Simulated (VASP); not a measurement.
Level of theory: PBE GGA + U (Dudarev), VASP's PBE PAW potentials (set 64) (plane waves; VASP 6.6.1).

VASP ran on this input.

**POSCAR**
```
CuZn
2.9242930
  1.0000000000   0.0000000000   0.0000000000
  0.0000000000   1.0110378816   0.0000000000
  0.0000000000   0.0000000000   1.0132979151
Zn Cu
1 1
Direct
  0.5000000000   0.5000000000   0.5000000000
  0.0231320000   0.0000000000   0.0000000000
```

**INCAR**
```
LDAUPRINT  =  1
LDAUL  =  2 2
LREAL  =  .FALSE.   # projection in real space or not
LDAUU  =  5.0 5.0
LDAUTYPE  =  2   # Dudarev
LCHARG  =  .FALSE.
LORBIT  =  10
LDAUJ  =  0 0
PREC  =  Accurate
NELM  =  100   # most electronic steps
ALGO  =  Normal
ISIF  =  2   # forces and stress, cell fixed
ISMEAR  =  1
ENCUT  =  400   # plane-wave cut-off (eV)
SYSTEM  =  CuZn
EDIFF  =  1E-6   # SCF stop (eV)
LWAVE  =  .FALSE.
LDAU  =  .TRUE.
LMAXMIX  =  2
GGA  =  PE   # PBE
SIGMA  =  0.1
LASPH  =  .TRUE.
```

**KPOINTS**
```
K-points
0
Gamma
11 11 11
0 0 0
```

POTCAR, in this order: Zn Cu (PBE.64 set). Program: vasp_std.

What will the output report for the number of irreducible k-points (NKPTS), number of bands (NBANDS), largest plane-wave count, number of space-group operations, FFT grid (NGX, NGY, NGZ)?

```yaml
number of irreducible k-points (NKPTS): 216
number of bands (NBANDS): 15
largest_plane_wave_count: 480
number_of_space_group_operations: 4
FFT grid (NGX, NGY, NGZ): 20 × 20 × 20
```

The compound is CuZn in the CsCl type structure. The cell was not relaxed at this level, atoms are displaced from their ideal sites. The run is one of a series of settings (LDAU = .TRUE., LDAUJ = 0 0, LDAUL = 2 2, LDAUTYPE = 2, LDAUU = 5.0 5.0, LMAXMIX = 2 against the base run), some of them coarse on purpose. The electron count is odd and the run is not spin-polarised, which forces a metal.
